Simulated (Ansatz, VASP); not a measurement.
# BP: VASP beside Ansatz, part 2 of 2

Aim: how closely do two programs agree when they are given the same cell, functional and k mesh? The cell is taken from a series of runs on this material, whose earlier steps may have relaxed, scaled, displaced or heated it; both programs get it as it stands.

VASP 6.6.1 and Ansatz 0.2.0.

So far: The structure; VASP: dielectric response, PBE.

## Step 3: Ansatz: dielectric response, PBE

Level of this step: Ansatz beside VASP: Kohn-Sham DFT, plane waves, PBE (Ansatz).

Ansatz runs on its default PAW (the set named soft_2) files.

The same cell, functional and mesh now go to Ansatz, which takes its cutoff from its data sets.

input.yaml

```yaml
crystal:
  lattice:
    - [0.0, 2.269, 2.269]
    - [2.269, 0.0, 2.269]
    - [2.269, 2.269, 0.0]
  atoms:
    - { symbol: B, position: [0.0, 0.0, 0.0] }
    - { symbol: P, position: [0.25, 0.25, 0.25] }
kpoints:
  mp_grid: { grid: [8, 8, 8] }
hamiltonian:
  xc: pbe
scf:
  occupations: { method: fixed }
dielectric: {}
```

The run is started by

```
ansatz run input.yaml --threads 1 --pin off --max-ram 1382MiB --backend cpu --events-out ev --progress --plain --runs-dir out
```

Numbers of over 12 decimals in the logs are rounded to 6 here.

The log of the run:

```text
Engine: ansatz 0.2.0, aarch64-unknown-linux-gnu
Pseudopotentials: kind: paw
Pseudopotential: B, paw, valence charge 3, recommended cutoff 420 eV (normal), B.paw.azcp
Pseudopotential: P, paw, valence charge 5, recommended cutoff 420 eV (normal), P.paw.azcp
Functional definition: PBE
  parameter kappa = 0.804
  parameter beta = 0.066725
  exchange = pbe_x(kappa = kappa, mu = beta*pi^2/3)
  correlation = pbe_c(beta = beta)
Crystal: 2 atoms, lattice volume = 23.363 Å³
Basis set: ecut = 420 eV, 459 PW (Γ), exchange–correlation on 48×48×48 points (8 copies of the dense FFT grid, shifted against one another)
Bands: 8, of which v1, the nominal top of the filled ones, is band 4 counted from 1 (3 counted from 0)
Symmetry: 24 space group operations
k-points: 95 of 512 (irreducible under 4 space group operations, time reversal used)
Non-local potential: B, projectors of the file, l = 0: 2, l = 1: 2, l = 2: 1
Non-local potential: P, projectors of the file, l = 0: 2, l = 1: 2, l = 2: 2
PAW form: soft (Blöchl's): semilocal exchange-correlation on the pseudo side does not see the compensation charge
PAW one-centre angular grid: B, 110 points (default); XC on 64 Gauss nodes
PAW one-centre angular grid: P, 110 points (default); XC on 64 Gauss nodes
Initial density: superposition of atomic densities (neutral atoms: chi_scale 0, normalization atom), corrected by the library's trained network
Initial wavefunctions: pseudopotential atomic-orbital guess
Functional: x = pbe(κ = 0.804, μ = 0.219515), c = pbe(β = 0.066725)
SCF iter   1: F=—  HF=-912.444487 eV  |F-HF|=—  |Δ(HF+E_count)|=         —  Δρ=1.53e-3  dr2=4.82e-4  ethr=1.77e-3  ⟨swp⟩=5.1  Hψ=5559  notcnv=0  defer=178
preconditioner: auto → none  [insulator: Δε(μ)=1.270 eV  Ē_g=12.805 eV  n_scr=0 (ndim 8)  ℏωp=21.7 eV  f_vac=0.000  ε∞_Penn≈3.9]
SCF iter   2: F=—  HF=-912.444592 eV  |F-HF|=—  |Δ(HF+E_count)|=   1.05e-4  Δρ=8.69e-4  dr2=1.73e-4  ethr=6.02e-6  ⟨swp⟩=2.2  Hψ=2074  notcnv=0  defer=181
SCF iter   3: F=—  HF=-912.444559 eV  |F-HF|=—  |Δ(HF+E_count)|=   3.28e-5  Δρ=4.13e-4  dr2=1.88e-5  ethr=2.16e-6  ⟨swp⟩=2.0  Hψ=1073  notcnv=0  defer=175
SCF iter   4: F=—  HF=-912.444582 eV  |F-HF|=—  |Δ(HF+E_count)|=   2.21e-5  Δρ=1.43e-4  dr2=6.06e-6  ethr=2.35e-7  ⟨swp⟩=2.0  Hψ=1142  notcnv=0  defer=172
SCF iter   5: F=—  HF=-912.444578 eV  |F-HF|=—  |Δ(HF+E_count)|=   3.17e-6  Δρ=4.43e-5  dr2=5.87e-7  ethr=7.57e-8  ⟨swp⟩=2.0  Hψ=1052  notcnv=0  defer=160
SCF iter   6: F=—  HF=-912.444578 eV  |F-HF|=—  |Δ(HF+E_count)|=   2.48e-7  Δρ=1.29e-5  dr2=5.00e-8  ethr=7.33e-9  ⟨swp⟩=2.0  Hψ=1119  notcnv=0  defer=160
SCF iter   7: F=—  HF=-912.444578 eV  |F-HF|=—  |Δ(HF+E_count)|=   1.55e-8  Δρ=1.67e-6  dr2=8.37e-10  ethr=6.25e-10  ⟨swp⟩=2.1  Hψ=1117  notcnv=0  defer=160
SCF iter   8: F=-912.444578 eV  HF=-912.444578 eV  |F-HF|=1.36e-12  |Δ(HF+E_count)|=  2.65e-10  Δρ=8.41e-8  dr2=2.05e-12  ethr=1.25e-12  ⟨swp⟩=7.4  Hψ=3920  notcnv=0
SCF 1 converged in 8 iterations: F = -912.444578 eV  dr2 = 2.05e-12
  greatest PAW one-centre occupation: 0.774 electrons in one spin orbital (limit 2), on the P atom at site 1 (counted from 0), in its partial waves of l = 0
DFPT response loops at Γ: preconditioner auto → none (the input reference at scf.mixing.eps_inf says where Resta's filter doesn't serve); β = 0.50; Broyden in place of MSR1
── the response to a field inside a basis, on 8×8×8 k-points: an SCF that follows is theirs, and a resumed run solves both again ──
Bands: 5, of which v1, the nominal top of the filled ones, is band 4 counted from 1 (3 counted from 0)
k-points: 60 of 512 (irreducible under 6 space group operations, time reversal used)
Initial density: handed on by an earlier stage of this run
Initial wavefunctions: pseudopotential atomic-orbital guess (no wavefunctions were taken with the density)
Eigensolver: Dense (60 Hₖ)
SCF iter   1: F=—  HF=-912.447185 eV  |F-HF|=—  |Δ(HF+E_count)|=         —  Δρ=1.54e-4  dr2=1.51e-6  ethr=1.00e-1
preconditioner: auto → none  [insulator: Δε(μ)=1.574 eV  Ē_g=9.892 eV  n_scr=0 (ndim 8)  ℏωp=21.7 eV  f_vac=0.000  ε∞_Penn≈5.8]
SCF iter   2: F=—  HF=-912.447187 eV  |F-HF|=—  |Δ(HF+E_count)|=   1.74e-6  Δρ=7.68e-5  dr2=2.88e-7  ethr=1.88e-8
SCF iter   3: F=-912.447187 eV  HF=-912.447187 eV  |F-HF|=4.97e-9  |Δ(HF+E_count)|=   6.64e-7  Δρ=8.11e-6  dr2=4.26e-9  ethr=3.60e-9
SCF 1 converged in 3 iterations: F = -912.447187 eV  dr2 = 4.26e-9
DFPT response loops at Γ: mixed as the last ones told, above
SCF converged after 8 iterations
Free energy (F): -912.444578 eV
Harris-Foulkes:  -912.444578 eV  (|F-HF|=1.36e-12)
Internal energy: -912.444578 eV  (E = F + TS)
E sigma→0 (E₀):  -912.444578 eV
Fermi energy:    9.265197 eV
--- Per-component energies (eV) ---
  E_band       = 22.188464
  E_kinetic    = 121.710892
  E_local      = -67.919607  (includes V_loc(G=0)·N_el)
  E_nonlocal   = 45.022144
  E_hartree    = 17.058301
  E_xc         = -94.861370
  E_vxc        = -100.534039  (∫ρ·V_xc dr)
  E_paw        = -647.963421  (= ΣΔE_a)
  E_vpaw       = -10.207527  (= ΣTr[D̂ρ^β])
  E_aug_tail   = 0.000001  (compensation charges beyond the density's cutoff)
  E_ewald      = -285.491518
  E_smearing   = -0.000000  (= −TS)
  E_closure    = -0.000000  (closes the sum)
  Σ components = -912.444578   (vs F -912.444578, Δ=0.00e0)
--- Band table (eV; the first three rows and the last of 95) ---
  k-point 0: bands = ["-6.1919", "9.2652", "9.2652", "9.2652", "12.6688", "12.6688", "12.6688", "16.6368"]
  k-point 1: bands = ["-5.9110", "7.4128", "8.8379", "8.8379", "13.1988", "13.2587", "13.2587", "17.4245"]
  k-point 2: bands = ["-5.0869", "4.4218", "8.1494", "8.1494", "13.2631", "14.0257", "14.0257", "18.8716"]
  k-point 94: bands = ["-1.0642", "1.2080", "3.5939", "3.7982", "14.5901", "16.0233", "16.5012", "16.7072"]
--- Dielectric response (ions clamped): 3 representative field directions + reference, inside a basis on a mesh of 512 k-points (Σ response iterations 12) ---
  ε∞ (high-frequency dielectric tensor):
        9.154078     0.000000    -0.000000
        0.000000     9.154078     0.000000
       -0.000000     0.000000     9.154078
  Born effective charges Z* (e; rows j = field, columns β = displacement):
    site 0:
        -0.51401   -0.00000   -0.00000
        -0.00000   -0.51401   -0.00000
         0.00000   -0.00000   -0.51401
    site 1:
         0.51401    0.00000    0.00000
         0.00000    0.51401    0.00000
        -0.00000    0.00000    0.51401
  Z* charge neutrality: 4.064e-5 e pre-enforcement
  solved inside a basis spanned on kpoints, on 8×8×8 k-points, its susceptibility summed on 12×12×12: ε∞ is read to err by 3.0e-2, Z* by 5.5e-3 e (field_mesh: kpoints solves on kpoints); Z* is corrected for what the basis lacks
```

## Step 4: Differences

Known differences besides the potentials themselves: fixed occupations in Ansatz, narrow Gaussian smearing in VASP; VASP's response is taken on the typed mesh, Ansatz refines its own for the field response alone. Total energies have different zeros and are not compared.

The two programs side by side:

```tsv
quantity	Ansatz	VASP	difference
ε∞ xx	9.15	9.51	-3.69 %
ε∞ yy	9.15	9.51	-3.69 %
ε∞ zz	9.15	9.51	-3.69 %
```

## Step 5: Summary of results

```json
{"difference in ε∞ xx (dielectric response, PBE)": "-3.7 %"}
```

The difference in ε∞ xx is -3.7 % (dielectric response, PBE), within the 5 % picked in this series as the mark of a large difference. Such differences can come from data sets, numerical settings and the points named under the comparisons, not from the functional's error against experiment.

[Lines on the potential files, build, host, timing and source positions are cut from VASP's logs without a mark.]

[Logs are printed without paths, hosts, clocks, repeated set-up lines and the standing remarks that a program may print on its own settings, such as how far it seeks lower states.]

[Hosts, paths, dates, database ids (printed as entryN), source tags and the programs' standing remarks are cut or masked in the printed files.]
